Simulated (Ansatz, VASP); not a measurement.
## SnPb2Se3 in VASP and in Ansatz

File INCAR:

```
PREC = Accurate
ENCUT = 520
EDIFF = 1E-6
ISMEAR = 0
SIGMA = 0.1
LREAL = False
LASPH = True
NELM = 100
ALGO = Normal
ISIF = 2
LWAVE = False
LCHARG = True
GGA = PE
LELF = True
LVHAR = True
NBANDS = 39
```

Contents of KPOINTS:

```
regular mesh
0
Gamma
  6 6 2
```

POSCAR

```
SnPb2Se3
1.0
    4.3517509400      0.0000000000      0.0000000000
   -2.1758754700      3.7687268600      0.0000000000
    0.0000000000      0.0000000000     10.6595692900
Sn Pb Se
1 2 3
Direct
    0.0000000000      0.0000000000      0.0000000000
    0.3333333300      0.6666666700      0.6666666700
    0.6666666700      0.3333333300      0.3333333300
    0.6666666700      0.3333333300      0.8333333300
    0.0000000000      0.0000000000      0.5000000000
    0.3333333300      0.6666666700      0.1666666700
```

Input for Ansatz:

```yaml
crystal:
  lattice:
    - [4.35175094, 0.0, 0.0]
    - [-2.17587547, 3.76872686, 0.0]
    - [0.0, 0.0, 10.65956929]
  atoms:
    - { symbol: Sn, position: [0.0, 0.0, 0.0] }
    - { symbol: Pb, position: [0.33333333, 0.66666667, 0.66666667] }
    - { symbol: Pb, position: [0.66666667, 0.33333333, 0.33333333] }
    - { symbol: Se, position: [0.66666667, 0.33333333, 0.83333333] }
    - { symbol: Se, position: [0.0, 0.0, 0.5] }
    - { symbol: Se, position: [0.33333333, 0.66666667, 0.16666667] }
basis:
  ecutwfc: 420
kpoints:
  mp_grid: { grid: [6, 6, 2] }
hamiltonian:
  xc: pbe
scf:
  occupations: { method: gaussian, width: 0.1 }
  lower_state_search: "off"
output:
  forces: true
  stress: true
  eigenvalues: true
```

Alike in both runs: task single point; functional PBE; k mesh 6 × 6 × 2; occupations gaussian, width 0.1 eV; no spin polarisation.

```csv
,VASP,Ansatz
version,VASP 6.6.1,Ansatz 0.2.0
potentials or method,"VASP PAW PBE potentials, release 64 (Sn_d, Pb_d, Se)","scalar-relativistic, plane waves, PAW"
plane-wave cutoff (eV),520,420
valence electrons in the cell,60,90
```

```csv
,VASP,Ansatz,Ansatz less VASP
gap on the k mesh at the Fermi level (eV),0.11,0.11,-0.003
least direct gap on the mesh (eV),0.11,0.11,-0.003
pressure (GPa),0.3,0.4,+0.01
rms of the force components (eV/Å),0.099,0.099,+0.0002
```

Atom by atom the forces differ by 0.000 eV/Å (rms over components). The two sets of potentials don't hold the same shells in valence.

Caveats: spin-orbit coupling is left out, which as a rule narrows the gap of such compounds by several tenths of an eV.
